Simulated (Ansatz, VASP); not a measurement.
# MgBe: VASP beside Ansatz

```
CELL_PARAMETERS angstrom
2.89678 0.00000 0.00000
-1.44839 2.50869 0.00000
0.00000 0.00000 4.22603
ATOMIC_POSITIONS crystal
Mg 0.33333 0.66667 0.50000
Be 0.00000 0.00000 0.00000
```

Alike in both runs: functional PBE; k mesh 21 × 21 × 14; occupations gaussian, width 0.1 eV; no spin polarisation.

Ansatz relaxed the structure, and its values are those at the end. VASP's run is a single point on that final structure, the one shown.

```csv
,VASP,Ansatz
version,VASP 6.6.1,Ansatz 0.2.0
potentials or method,"VASP PAW PBE potentials, release 64 (Mg, Be)","scalar-relativistic, plane waves, PAW"
plane-wave cutoff (eV),520,420
valence electrons in the cell,4,12
```

```tsv
	VASP	Ansatz	Ansatz less VASP
gap on the k mesh at the Fermi level (eV)	none	none	-
pressure (GPa)	-0.1	0.0	+0.05
```

A gap of «none» marks a metal or a gap that the smearing closes. The two sets of potentials don't hold the same shells in valence.
